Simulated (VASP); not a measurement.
Method: rev-vdW-DF2, VASP's PBE PAW potentials (set 64) (plane waves; VASP).

VASP input:

### INCAR
```
! general
SYSTEM   = Tb
PREC     = Accurate
ENCUT    = 520
LREAL    = .False.   ! projection in real space or not
LASPH    = .True.   ! aspherical one-centre terms

! electronic loop
EDIFF    = 1E-7   ! SCF stop (eV)
NELM     = 100   ! most electronic steps
ALGO     = Normal   ! blocked Davidson
LMAXMIX  = 6   ! l cut-off of mixed one-centre charges

! smearing
ISMEAR   = -5   ! tetrahedra, Bloechl

! functional
GGA      = MK
LUSE_VDW = .True.
AGGAC    = 0.0
PARAM1   = 0.1234568
PARAM2   = 0.7114
ZAB_VDW  = -1.8867

! ions
ISIF     = 2

! output
LWAVE    = .False.
LCHARG   = .True.
LORBIT   = 11   ! lm-projected
NEDOS    = 601   ! DOS grid
```

### POSCAR
```
Tb
1
    1.7902744215    -3.1008458114     0.0000000000
    1.7902744215     3.1008458114     0.0000000000
    0.0000000000     0.0000000000     5.5958793671
Tb
2
Direct
  0.3333330000   0.6666670000   0.2500000000
  0.6666670000   0.3333330000   0.7500000000
```

File KPOINTS:
```
Regular mesh
0
G
13 13 8
0 0 0
```

POTCAR, in this order: Tb_3 (PBE.64 set). Program: vasp_std.

The resulting files:

**OSZICAR**
```
       N       E                     dE             d eps       ncg     rms          rms(c)
DAV:   1     0.464014323742E+02    0.46401E+02   -0.89401E+03  2730   0.124E+03
DAV:   2    -0.223398946101E+01   -0.48635E+02   -0.47700E+02  2860   0.257E+02
DAV:   3    -0.452616633789E+01   -0.22922E+01   -0.21517E+01  3745   0.310E+01
DAV:   4    -0.458279840950E+01   -0.56632E-01   -0.55698E-01  3108   0.487E+00
DAV:   5    -0.458412739008E+01   -0.13290E-02   -0.13164E-02  3869   0.622E-01    0.237E+01
DAV:   6    -0.459398316603E+01   -0.98558E-02   -0.18701E-02  3229   0.117E+00    0.142E+01
DAV:   7    -0.460686584902E+01   -0.12883E-01   -0.35896E-02  3096   0.164E+00    0.220E-01
DAV:   8    -0.460673887520E+01    0.12697E-03   -0.18210E-03  3270   0.343E-01    0.729E-02
DAV:   9    -0.460676436592E+01   -0.25491E-04   -0.23194E-04  3210   0.115E-01    0.358E-02
DAV:  10    -0.460675861238E+01    0.57535E-05   -0.34151E-05  3125   0.439E-02    0.375E-02
DAV:  11    -0.460676052648E+01   -0.19141E-05   -0.48856E-06  3240   0.156E-02    0.128E-03
DAV:  12    -0.460676077953E+01   -0.25305E-06   -0.29599E-07  2971   0.421E-03    0.473E-03
DAV:  13    -0.460676072680E+01    0.52734E-07   -0.62431E-08  1715   0.198E-03
   1 F= -.46067607E+01 E0= -.46067607E+01  d E =0.000000E+00
```

**OUTCAR**
```
------------------------ aborting loop because EDIFF is reached ----------------------------------------
  FORCE on cell =-STRESS in cart. coord.  units (eV):
  Direction    XX          YY          ZZ          XY          YZ          ZX
  --------------------------------------------------------------------------------------
  Total       -0.0660067     -0.0660067      0.0342760      0.0000000      0.0000000     -0.0000000
  in kB       -1.7021607     -1.7021602      0.8838992      0.0000000      0.0000000     -0.0000000
  external PRESSURE =      -0.8401405 kB  Pullay stress =       0.0000000 kB
  volume of cell :       62.13
      direct lattice vectors                 reciprocal lattice vectors
     1.790274421 -3.100845811  0.000000000     0.279286792 -0.161246328  0.000000000
     1.790274421  3.100845811  0.000000000     0.279286792  0.161246328  0.000000000
     0.000000000  0.000000000  5.595879367     0.000000000  0.000000000  0.178702923
 POSITION                                       TOTAL-FORCE (eV/Angst)
 -----------------------------------------------------------------------------------
      1.79027      1.03362      1.39897        -0.000000      0.000000      0.000000
      1.79027     -1.03362      4.19691         0.000000     -0.000000      0.000000
 -----------------------------------------------------------------------------------
    total drift:                                0.000000      0.000107     -0.000011
  FREE ENERGIE OF THE ION-ELECTRON SYSTEM (eV)
  ---------------------------------------------------
  free  energy   TOTEN  =        -4.6067607268 eV

  energy  without entropy=       -4.6067607268  energy(sigma->0) =       -4.60676073

 total charge

# of ion       s       p       d       tot
------------------------------------------
    1        0.403   6.308   1.154   7.866
    2        0.403   6.308   1.154   7.866
--------------------------------------------------
tot          0.807  12.617   2.308  15.732
```
(Selected blocks of OUTCAR.)

File OUTCAR:
```
 val. band max:        3.3636498137   @ k =   0.3846   0.0769   0.5000

 cond. band min:       3.2944669760   @ k =   0.4615   0.0000   0.5000


 Fermi energy:         3.3220334371

 k-point     1 :       0.0000    0.0000    0.0000
  band No.  band energies     occupation
      1     -19.6451      2.00000
      2     -18.9581      2.00000
      3     -18.9581      2.00000
      4     -18.8263      2.00000
      5     -18.8263      2.00000
      6     -18.7699      2.00000
      7      -1.6695      2.00000
      8       1.1147      2.00000
      9       4.9155      0.00000
     10       5.0428      0.00000
     11       5.0428      0.00000
     12       5.4454      0.00000
     13       5.7787      0.00000

 k-point     2 :       0.0769    0.0000    0.0000
  band No.  band energies     occupation
      1     -19.6300      2.00000
      2     -18.9895      2.00000
      3     -18.9689      2.00000
      4     -18.8598      2.00000
      5     -18.8301      2.00000
      6     -18.7772      2.00000
      7      -1.5211      2.00000
      8       1.2567      2.00000
      9       4.6840      0.00000
     10       4.6906      0.00000
     11       5.1831      0.00000
     12       5.6038      0.00000
     13       5.7249      0.00000

 k-point     3 :       0.1538    0.0000    0.0000
  band No.  band energies     occupation
      1     -19.5862      2.00000
      2     -19.0766      2.00000
      3     -18.9978      2.00000
      4     -18.9501      2.00000
      5     -18.8415      2.00000
      6     -18.7993      2.00000
      7      -1.0968      2.00000
      8       1.6389      2.00000
      9       4.1329     -0.00003
     10       4.1342      0.00000
     11       5.2252      0.00000
     12       5.5981      0.00000
     13       5.7560      0.00000

 k-point     4 :       0.2308    0.0000    0.0000
  band No.  band energies     occupation
      1     -19.5188      2.00000
      2     -19.1994      2.00000
      3     -19.0717      2.00000
...
```

The 4f electrons are frozen in the core of the lanthanide potential, so 4f levels, which can set the real gap, and their magnetism are missing. For a metal the tetrahedron method with Blöchl corrections gives inexact stress and forces.

The compound is Tb in the hcp structure. It was relaxed first.
